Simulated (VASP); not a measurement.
All values below come from r2SCAN meta-GGA, VASP's PBE PAW potentials (set 64) (plane waves; VASP 6.6.1).

The input files of a VASP run:

### INCAR
```
ALGO = Normal
EDIFF = 1E-7
ENCUT = 520
ISIF = 2
ISMEAR = -5
LASPH = .TRUE.
LCHARG = .FALSE.
LEFG = .TRUE.
LMAXMIX = 4
LMIXTAU = .TRUE.
LORBIT = 11
LREAL = .FALSE.
LWAVE = .FALSE.
METAGGA = R2SCAN
NEDOS = 601
NELM = 100
PREC = Accurate
SYSTEM = Ni3Si
```

### POSCAR
```
Ni3Si
1
    3.4661464866    -0.0000000000    -0.0000000000
   -0.0000000000     3.4661464866    -0.0000000000
    0.0000000000    -0.0000000000     3.4661464866
Si Ni
1 3
Direct
  0.0000000000   0.0000000000   0.0000000000
  0.0000000000   0.5000000000   0.5000000000
  0.5000000000   0.0000000000   0.5000000000
  0.5000000000   0.5000000000   0.0000000000
```

KPOINTS:
```
Automatic mesh
0
Gamma
10 10 10
0 0 0
```

File KPOINTS_OPT:
```
k-points along high-symmetry lines
10
Line-mode
Reciprocal
  0.000000   0.000000   0.000000 ! GAMMA
  0.000000   0.500000   0.000000 ! X

  0.000000   0.500000   0.000000 ! X
  0.500000   0.500000   0.000000 ! M

  0.500000   0.500000   0.000000 ! M
  0.000000   0.000000   0.000000 ! GAMMA

  0.000000   0.000000   0.000000 ! GAMMA
  0.500000   0.500000   0.500000 ! R

  0.500000   0.500000   0.500000 ! R
  0.000000   0.500000   0.000000 ! X

  0.500000   0.500000   0.500000 ! R
  0.500000   0.500000   0.000000 ! M
```

POTCAR, in this order: Si Ni (PBE.64 set). Program: vasp_std.

Question: What does the run give for the energy per atom (σ→0), band gap (over mesh and band path)?

Answer: 
energy per atom (σ→0): -11.593 eV/atom
band gap (over mesh and band path): none (metal, semimetal or under 0.01 eV)

### OSZICAR
```
...
DAV:  13    -0.463737852987E+02   -0.16961E-04   -0.13779E-04  2535   0.124E-01    0.139E-02
DAV:  14    -0.463738171861E+02   -0.31887E-04   -0.69628E-05  2512   0.786E-02    0.958E-03
DAV:  15    -0.463738211727E+02   -0.39866E-05   -0.17520E-05  2650   0.674E-02    0.617E-03
DAV:  16    -0.463738249815E+02   -0.38088E-05   -0.10855E-05  2518   0.450E-02    0.145E-03
DAV:  17    -0.463738248819E+02    0.99604E-07   -0.58135E-07  2487   0.102E-02
   1 F= -.46373825E+02 E0= -.46373825E+02  d E =0.000000E+00
       N       E                     dE             ncg
       N       E                     dE             ncg
```

The compound is Ni3Si in the L1_2 structure. It was relaxed first. The run is not spin-polarised, so no magnetic state was tried.
